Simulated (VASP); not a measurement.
VASP input:

### KPOINTS
```
Regular mesh
0
gamma
 13 13 13
0 0 0
```

**INCAR**
```
ENCUT=400
EDIFF=1E-7   ! SCF stop (eV)
PREC=Accurate
NEDOS=601   ! DOS grid
LWAVE=F
GGA=PE   ! PBE
ISIF=2
ALGO=Normal
LORBIT=11   ! lm-projected
NELM=100   ! most electronic steps
ISMEAR=-5   ! tetrahedra, Bloechl
SYSTEM=ZrAl
LMAXMIX=4   ! l cut-off of mixed one-centre charges
LASPH=T
LCHARG=T
LREAL=F   ! projection in real space or not
```

File POSCAR:
```
ZrAl
3.9398960
  0.0000000000   0.7071067016   0.7071067016
  0.7071067016   0.0000000000   0.7071067016
  0.7071067016   0.7071067016   0.0000000000
Zr Al
1 1
Cart
  0.0000000000   0.0000000000   0.0000000000
  0.7071067016   0.7071067016   0.7071067016
```

POTCAR, in this order: Zr_sv Al (PBE.64 set). Program: vasp_std.

**Question.** Write an equivalent input for Ansatz.

**Answer.** One equivalent input (not run):
Ansatz 0.2 input:
```yaml
crystal:
  lattice:
    - [0.0000000, 2.7859269, 2.7859269]
    - [2.7859269, 0.0000000, 2.7859269]
    - [2.7859269, 2.7859269, 0.0000000]
  atoms:
    - { symbol: Zr, position: [0.0000000, 0.0000000, 0.0000000] }
    - { symbol: Al, position: [0.5000000, 0.5000000, 0.5000000] }
kpoints:
  mp_grid: { grid: [13, 13, 13] }
hamiltonian:
  xc: pbe
  pseudopotentials: { kind: paw }
scf:
  occupations: { method: tetrahedron }
  max_iter: 100
output: { forces: true, stress: true, eigenvalues: true }
```
Limits of the translation: each code has its own PAW files, so the cut-off isn't converted (ENCUT is set for VASP's; basis.ecutwfc is left out, and Ansatz then takes the one that its files recommend); Ansatz stops its SCF on the density residual and VASP on the energy change (EDIFF).

The structure was generated: ZrAl was put into the rock salt type (Fm-3m), which need not be its known phase. It was relaxed first, which changed the volume by -34 %.
